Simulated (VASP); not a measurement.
```
CELL_PARAMETERS angstrom
      2.19043    -3.79394     0.00000
      2.19043     3.79394     0.00000
      0.00000     0.00000     7.14107
ATOMIC_POSITIONS crystal
  Cd 0.66667 0.33333 0.50004
  Cd 0.33333 0.66667 0.00004
  Se 0.66667 0.33333 0.87596
  Se 0.33333 0.66667 0.37596
```

Computed with modified Becke-Johnson potential (mBJ) with spin-orbit coupling, VASP's PBE PAW potentials (set 64) (plane waves; VASP). Settings: 350 eV cut-off, 4×4×4 Γ-centred mesh, Gaussian smearing of 0.050 eV, potentials Cd Se.

mBJ is a potential without an energy functional, so only the levels count.

Predict the band gap (over mesh and band path) with the smallest direct gap where there is one.

```json
{
 "band gap (over mesh and band path)": "1.81 eV",
 "smallest direct gap (over mesh and band path)": "1.81 eV"
}
```

The compound is CdSe in the wurtzite structure. It was relaxed first, which changed the volume by +6 %. The cell's shape comes from a PBE relaxation.
